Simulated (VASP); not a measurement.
Computed with LDA (Ceperley-Alder, Perdew-Zunger), VASP's LDA PAW potentials (set 64) (plane waves; VASP).

The input files of a VASP run:

POSCAR:
```
WSe2
1
    3.3166100000     0.0000000000     0.0000000000
   -1.6583050000     2.8722690000     0.0000000000
    0.0000000000     0.0000000000    13.7234530000
W Se
2 4
Direct
  0.6666670000   0.3333330000   0.7500000000
  0.3333330000   0.6666670000   0.2500000000
  0.3333330000   0.6666670000   0.8710000000
  0.6666670000   0.3333330000   0.1290000000
  0.6666670000   0.3333330000   0.3710000000
  0.3333330000   0.6666670000   0.6290000000
```

### KPOINTS
```
Regular mesh
0
gamma
9 9 2
0 0 0
```

INCAR:
```
SYSTEM=WSe2
PREC=Accurate; ENCUT=300; LREAL=.FALSE.
LASPH=.TRUE.; NBANDS=42
EDIFF=1E-6; NELM=100; ALGO=Normal
LMAXMIX=6
ISMEAR=0; SIGMA=0.01
ISIF=2
LWAVE=.FALSE.; LCHARG=.FALSE.
```

POTCAR, in this order: W_sv Se (LDA.64 set). Program: vasp_std.

The run wrote:

File OUTCAR:
```
 ion  position               nearest neighbor table
   1  0.667  0.333  0.750-   3 2.53   6 2.53   3 2.53   6 2.53   3 2.53   6 2.53
   2  0.333  0.667  0.250-   4 2.53   5 2.53   4 2.53   5 2.53   4 2.53   5 2.53
   3  0.333  0.667  0.871-   1 2.53   1 2.53   1 2.53
   4  0.667  0.333  0.129-   2 2.53   2 2.53   2 2.53
   5  0.667  0.333  0.371-   2 2.53   2 2.53   2 2.53
   6  0.333  0.667  0.629-   1 2.53   1 2.53   1 2.53
  LATTYP: Found a hexagonal cell.
 ALAT       =     3.3166100000
 C/A-ratio  =     4.1377952186
 Subroutine PRICEL returns:
 Original cell was already a primitive cell.
 Subroutine GETGRP returns: Found 24 space group operations
The static configuration has the point symmetry D_3d.
 The point group associated with its full space group is D_6h.
The dynamic configuration has the point symmetry D_3d.
 Subroutine INISYM returns: Found 24 space group operations
 Subroutine IBZKPT returns following result:
 Found     24 irreducible k-points:

 Following reciprocal coordinates:
            Coordinates               Weight
  0.000000  0.000000  0.000000      1.000000
  0.111111 -0.000000  0.000000      6.000000
  0.222222 -0.000000  0.000000      6.000000
  0.333333  0.000000  0.000000      6.000000
  0.444444 -0.000000  0.000000      6.000000
  0.111111  0.111111  0.000000      6.000000
  0.222222  0.111111  0.000000     12.000000
  0.333333  0.111111  0.000000     12.000000
  0.444444  0.111111  0.000000      6.000000
  0.222222  0.222222  0.000000      6.000000
  0.333333  0.222222  0.000000     12.000000
  0.333333  0.333333  0.000000      2.000000
  0.000000  0.000000  0.500000      1.000000
  0.111111 -0.000000  0.500000      6.000000
  0.222222 -0.000000  0.500000      6.000000
  0.333333  0.000000  0.500000      6.000000
  0.444444 -0.000000  0.500000      6.000000
  0.111111  0.111111  0.500000      6.000000
  0.222222  0.111111  0.500000     12.000000
  0.333333  0.111111  0.500000     12.000000
  0.444444  0.111111  0.500000      6.000000
  0.222222  0.222222  0.500000      6.000000
  0.333333  0.222222  0.500000     12.000000
  0.333333  0.333333  0.500000      2.000000
   k-points           NKPTS =     24   k-points in BZ     NKDIM =     24   number of bands    NBANDS=     42
   number of dos      NEDOS =    301   number of ions     NIONS =      6
   total plane-waves  NPLWV =  32000
   dimension x,y,z NGX =    20 NGY =   20 NGZ =   80
   dimension x,y,z NGXF=    40 NGYF=   40 NGZF=  160
   ions per type =               2   4
   PREC   = accura    normal or accurate (medium, high low for compatibility)
   ISTART =      0    job   : 0-new  1-cont  2-samecut
   ICHARG =      2    charge: 1-file 2-atom 10-const
   ISPIN  =      1    spin polarized calculation?
   LNONCOLLINEAR =      F non collinear calculations
   LSORBIT =      F    spin-orbit coupling
   INIWAV =      1    electr: 0-lowe 1-rand  2-diag
   ENCUT  =  300.0 eV  22.05 Ry    4.70 a.u.   4.68  4.68 19.38*2*pi/ulx,y,z
   NELM   =    100;   NELMIN=  2; NELMDL= -5     # of ELM steps
   EDIFF  = 0.1E-05   stopping-criterion for ELM
   LREAL  =      F    real-space projection
   NLSPLINE    = F    spline interpolate recip. space projectors
   LMAXMIX     =    6 max onsite mixed and CHGCAR
   VOSKOWN=      0    Vosko Wilk Nusair interpolation
   EDIFFG = 0.1E-04   stopping-criterion for IOM
   NSW    =      0    number of steps for IOM
   NBLOCK =      1;   KBLOCK =      1    inner block; outer block
   IBRION =     -1    ionic relax: 0-MD 1-quasi-New 2-CG
   NFREE  =      0    steps in history (QN), initial steepest desc. (CG)
   ISIF   =      2    stress and relaxation
   ISYM   =      2    0-nonsym 1-usesym 2-fastsym
   TEIN   =    0.0    initial temperature
   TEBEG  =    0.0;   TEEND  =   0.0 temperature during run
...
```

**OSZICAR**
```
       N       E                     dE             d eps       ncg     rms          rms(c)
DAV:   1     0.375332596870E+03    0.37533E+03   -0.20539E+04  2208   0.802E+02
DAV:   2    -0.289698441599E+02   -0.40430E+03   -0.38642E+03  2330   0.272E+02
DAV:   3    -0.501384392544E+02   -0.21169E+02   -0.20853E+02  2486   0.645E+01
DAV:   4    -0.504469804577E+02   -0.30854E+00   -0.30810E+00  2352   0.830E+00
DAV:   5    -0.504506142969E+02   -0.36338E-02   -0.36332E-02  2384   0.959E-01    0.298E+01
DAV:   6    -0.488017957285E+02    0.16488E+01   -0.44725E+00  2226   0.134E+01    0.103E+01
DAV:   7    -0.485629876814E+02    0.23881E+00   -0.18146E+00  2078   0.693E+00    0.587E+00
DAV:   8    -0.483607306431E+02    0.20226E+00   -0.27469E-01  2152   0.355E+00    0.113E+00
DAV:   9    -0.483611248185E+02   -0.39418E-03   -0.49176E-02  2370   0.852E-01    0.836E-01
DAV:  10    -0.483598175905E+02    0.13072E-02   -0.62430E-03  2260   0.461E-01    0.721E-02
DAV:  11    -0.483598420054E+02   -0.24415E-04   -0.68928E-04  2162   0.132E-01    0.158E-01
DAV:  12    -0.483598131483E+02    0.28857E-04   -0.37157E-05  2330   0.382E-02    0.796E-02
DAV:  13    -0.483598156736E+02   -0.25253E-05   -0.34348E-05  2174   0.317E-02    0.353E-02
DAV:  14    -0.483598137787E+02    0.18949E-05   -0.56564E-06  2154   0.134E-02    0.432E-03
DAV:  15    -0.483598138188E+02   -0.40128E-07   -0.21307E-07  1102   0.192E-03
   1 F= -.48359814E+02 E0= -.48359814E+02  d E =-.319366-113
```

OUTCAR:
```
------------------------ aborting loop because EDIFF is reached ----------------------------------------
  FORCE on cell =-STRESS in cart. coord.  units (eV):
  Direction    XX          YY          ZZ          XY          YZ          ZX
  --------------------------------------------------------------------------------------
  Total       -4.2330088     -4.2330103     -2.7095218      0.0000000     -0.0000000      0.0000000
  in kB      -51.8772375    -51.8772550    -33.2062874      0.0000000     -0.0000000      0.0000000
  external PRESSURE =     -45.6535933 kB  Pullay stress =       0.0000000 kB
  volume of cell :      130.73
      direct lattice vectors                 reciprocal lattice vectors
     3.316610000  0.000000000  0.000000000     0.301512689  0.174078403  0.000000000
    -1.658305000  2.872269000  0.000000000     0.000000000  0.348156806  0.000000000
     0.000000000  0.000000000 13.723453000     0.000000000  0.000000000  0.072867958
 POSITION                                       TOTAL-FORCE (eV/Angst)
 -----------------------------------------------------------------------------------
      1.65831      0.95742     10.29259         0.000000      0.000000      0.000000
     -0.00000      1.91485      3.43086        -0.000000      0.000000      0.000000
     -0.00000      1.91485     11.95313        -0.000000      0.000000     -0.184615
      1.65831      0.95742      1.77033         0.000000     -0.000000      0.184615
      1.65831      0.95742      5.09140         0.000000      0.000000     -0.184615
     -0.00000      1.91485      8.63205        -0.000000     -0.000000      0.184615
 -----------------------------------------------------------------------------------
    total drift:                                0.000555     -0.000320      0.000743
  FREE ENERGIE OF THE ION-ELECTRON SYSTEM (eV)
  ---------------------------------------------------
  free  energy   TOTEN  =       -48.3598138188 eV

  energy  without entropy=      -48.3598138188  energy(sigma->0) =      -48.35981382
```
(Selected blocks of OUTCAR.)

At this cut-off the stress carries a Pulay error, which pulls relaxed volumes low.

The structure comes from a computed database's WSe2 entry; how it stands against other phases isn't given here. The cell was not relaxed at this level. The run is one of a series of settings (NBANDS = 42 against the base run), some of them coarse on purpose.
